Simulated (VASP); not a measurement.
Consider the following.

```yaml
crystal:
  lattice:
    - [3.88683, 0.00000, 0.00000]
    - [-1.94341, 3.36609, 0.00000]
    - [0.00000, 0.00000, 4.49888]
  atoms:
    - { symbol: Sc, position: [0.33333, 0.66667, 0.93749] }
    - { symbol: Sc, position: [0.66667, 0.33333, 0.43749] }
    - { symbol: C, position: [0.33333, 0.66667, 0.43751] }
    - { symbol: C, position: [0.66667, 0.33333, 0.93751] }
```

Calculation: LDA (Ceperley-Alder, Perdew-Zunger), VASP's LDA PAW potentials (set 64) (plane waves; VASP). Numerical set-up: 520 eV cut-off, 10×10×8 Γ-centred mesh, tetrahedra with Blöchl corrections, potentials Sc_sv C.

The cores are frozen, which limits the accuracy of field gradients.

### Question
Give the principal components of the electric field gradient (V/Å²) and the asymmetry η at each nucleus.

### Answer

```tsv
atom	Vxx	Vyy	Vzz	η
Sc1	14.1	14.1	-28.2	0.00
Sc2	14.1	14.1	-28.2	0.00
C3	-3.2	-3.2	6.5	0.00
C4	-3.2	-3.2	6.5	0.00
```

The structure was generated: ScC was put into the wurtzite type (P6_3mc), which need not be its known phase. It was relaxed first, which changed the volume by -36 %. The relaxed cell has space group P6_3/mmc.
